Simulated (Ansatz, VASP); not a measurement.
# Cross-check of ZnO (zincite) between VASP and Ansatz, part 2 of 2

Aim: how closely do two programs agree when they are given the same cell, functional and k mesh? The structure shown is the end of the Ansatz relaxation below.

VASP 6.6.1 and Ansatz 0.2.0.

So far. Step 3 (VASP: single point, PBE, pair 1): The run ends at a pressure of 18.33 GPa, with forces up to 9.0e-4 eV/Å.

## Step 4: Side by side

Known differences besides the potentials themselves: the cutoff is 420 eV in Ansatz and 600 eV in VASP; Ansatz's pressure holds a Pulay correction, VASP's none. Total energies have different zeros and are not compared.

Both answers:

```tsv
quantity	Ansatz	VASP	difference
pressure (GPa)	17.19	18.33	-1.13
gap on the k mesh (eV)	0.889	0.881	+0.008
```

A gap on the mesh is an upper bound, since the band edges may lie between its points.

## Step 5: Ansatz: relaxation, PBE

This run makes the geometry at which the two programs are then compared. The cell compared in this pair holds 45.38 Å³, against 44.39 Å³ for the pair before.

The structure compared here is the end of the Ansatz relaxation.

input.yaml reads:

```yaml
crystal:
  lattice:
    - [3.1904535826, 0.0, 0.0]
    - [-1.5952267913, 2.7630138522, 0.0]
    - [0.0, 0.0, 5.1477252191]
  atoms:
    - { symbol: O, position: [0.6666666667, 0.3333333333, 0.379053428] }
    - { symbol: O, position: [0.3333333333, 0.6666666667, 0.879053428] }
    - { symbol: Zn, position: [0.3333333333, 0.6666666667, 0.499956572] }
    - { symbol: Zn, position: [0.6666666667, 0.3333333333, -4.3428e-05] }
kpoints:
  mp_grid: { grid: [15, 15, 10] }
hamiltonian:
  xc: pbe
  pseudopotentials: { kind: paw, azcp: { folder: soft_1 } }
scf:
  occupations: { method: gaussian, width: 0.02 }
output:
  forces: true
  stress: true
  eigenvalues: true
relax:
  adjacent_minimum: "off"
  f_tol: 0.001
  max_steps: 60
  cell: { stress_tol: 0.01, fix: [volume] }
```

Launch:

```sh
> ansatz run input.yaml --threads 4 --pin off --max-ram 16384MiB --backend cpu --events-out ev --progress --plain --runs-dir out
```

Numbers of over 12 decimals in the logs are rounded to 6 here.

The log of the run:

```text
[...]
Crystal: 4 atoms, lattice volume = 45.379 Å³
Basis set: ecut = 420 eV, 905 PW (Γ), exchange–correlation on 48×48×72 points (8 copies of the dense FFT grid, shifted against one another)
Bands: 22, of which v1, the nominal top of the filled ones, is band 18 counted from 1 (17 counted from 0)
Symmetry: 12 space group operations
[...]
k-points: 162 of 2250 (time reversal used)
[...]
--- Relaxed structure (3 steps of the walk, 3 accepted, 1 SCFs on fresh bases) ---
[...]
cell:  # Å, volume = 45.3786 Å³
    - [3.190573, 0.0, 0]
    - [-1.595287, 2.763117, 0]
    - [0, 0.0, 5.147339]
  atoms:
    - { symbol: O, position: [0.666667, 0.333333, 0.379056] }
    - { symbol: O, position: [0.333333, 0.666667, 0.879056] }
    - { symbol: Zn, position: [0.333333, 0.666667, 0.499954] }
    - { symbol: Zn, position: [0.666667, 0.333333, -4.554166472482515e-5] }
[key lines of the parts left out:]
SCF converged after 8 iterations
Free energy (F): -7773.556186 eV
Fermi energy:    8.353235 eV
P = ⅓ Tr σ = 12.9592 GPa (129.592 kbar)
```

## Step 6: VASP: single point, PBE, pair 2

The same cell, functional, mesh and smearing now go to VASP, with its own data sets.

INCAR reads:

```
SYSTEM = ZnO
PREC = Accurate
ENCUT = 600
EDIFF = 1E-06
NELM = 120
ISMEAR = 0
SIGMA = 0.02
LREAL = .FALSE.
ALGO = Normal
GGA = PE
NBANDS = 24
LORBIT = 11
LWAVE = .FALSE.
LCHARG = .FALSE.
ISIF = 2
LASPH = .TRUE.
GGA_COMPAT = .FALSE.
EFERMI = MIDGAP
KPAR = 2
```

POSCAR reads:

```
ZnO
1.0
    3.1905732432      0.0000000000      0.0000000000
   -1.5952866216      2.7631174812      0.0000000000
    0.0000000000      0.0000000000      5.1473391017
O Zn
2 2
Direct
    0.6666666667      0.3333333333      0.3790555417
    0.3333333333      0.6666666667      0.8790555417
    0.3333333333      0.6666666667      0.4999544583
    0.6666666667      0.3333333333      0.9999544583
```

KPOINTS reads:

```
Automatic mesh
0
Gamma
15 15 10
0 0 0
```

The projector-augmented-wave data sets are O and Zn (PBE family, release 64).

Launch:

```sh
> mpirun -np 2 vasp_std
```

The log of the run:

```text
[... set-up lines as in an earlier step ...]
 entering main loop
       N       E                     dE             d eps       ncg     rms          rms(c)
DAV:   1     0.305660401911E+03    0.30566E+03   -0.20327E+04  7856   0.245E+03
DAV:   2     0.901998371373E+01   -0.29664E+03   -0.28161E+03  8464   0.459E+02
DAV:   3    -0.204643139688E+02   -0.29484E+02   -0.29259E+02  8840   0.149E+02
DAV:   4    -0.209373298975E+02   -0.47302E+00   -0.47269E+00  9040   0.197E+01
[...]
DAV:  13    -0.176889190570E+02    0.67557E-05   -0.27415E-05 11160   0.134E-01    0.108E-02
DAV:  14    -0.176889189210E+02    0.13608E-06   -0.12768E-05  8584   0.368E-02    0.384E-03
DAV:  15    -0.176889184186E+02    0.50234E-06   -0.11353E-06  5712   0.991E-03
   1 F= -.17688918E+02 E0= -.17688918E+02  d E =0.000000E+00
```

OUTCAR, selected parts (step 6):

```text
  Total        3.9604775      3.9604775      3.9618397      0.0000000      0.0000000      0.0000000
  in kB      139.8322299    139.8322299    139.8803267      0.0000000      0.0000000      0.0000000
  external PRESSURE =     139.8482622 kB  Pullay stress =       0.0000000 kB

 POSITION                                       TOTAL-FORCE (eV/Angst)
 -----------------------------------------------------------------------------------
      1.59529      0.92104      1.95113        -0.000000      0.000000     -0.000714
     -0.00000      1.84208      4.52480         0.000000     -0.000000     -0.000714
     -0.00000      1.84208      2.57344        -0.000000      0.000000      0.000714
      1.59529      0.92104      5.14710         0.000000     -0.000000      0.000714
 -----------------------------------------------------------------------------------
    total drift:                               -0.000000     -0.000000     -0.001121

  FREE ENERGIE OF THE ION-ELECTRON SYSTEM (eV)
  ---------------------------------------------------
  free  energy   TOTEN  =       -17.6889184186 eV

  energy  without entropy=      -17.6889184186  energy(sigma->0) =      -17.68891842

[... 1 part as in an earlier step ...]

[... 2 further parts left out ...]
[key lines of the parts left out:]
E-fermi :   2.0803
```

The run ends at a pressure of 13.98 GPa, with forces up to 7.1e-4 eV/Å.

## Step 7: Side by side

Compared:

```tsv
quantity	Ansatz	VASP	difference
pressure (GPa)	12.96	13.98	-1.03
gap on the k mesh (eV)	0.859	0.850	+0.009
```

A gap on the mesh is an upper bound, since the band edges may lie between its points.

## Step 8: Results

```yaml
difference_in_pressure_single_point_pbe_pair_1: -1.1 GPa
difference_in_pressure_single_point_pbe_pair_2: -1.0 GPa
```

The difference in pressure is -1.1 GPa (single point, PBE, pair 1), beyond the 1 GPa picked in this series as the mark of a large difference. What causes the difference of the single point, PBE, pair 1 pair stays open here. What causes the difference of the single point, PBE, pair 2 pair stays open here. How closely two codes agree says nothing of how well the functional describes the real material.

[Lines on the potential files, build, host, timing and source positions are cut from VASP's logs without a mark.]

[Logs are printed without paths, hosts, clocks, repeated set-up lines and the standing remarks that a program may print on its own settings, such as how far it seeks lower states.]

[Hosts, paths, dates, database ids (printed as entryN), source tags and the programs' standing remarks are cut or masked in the printed files.]
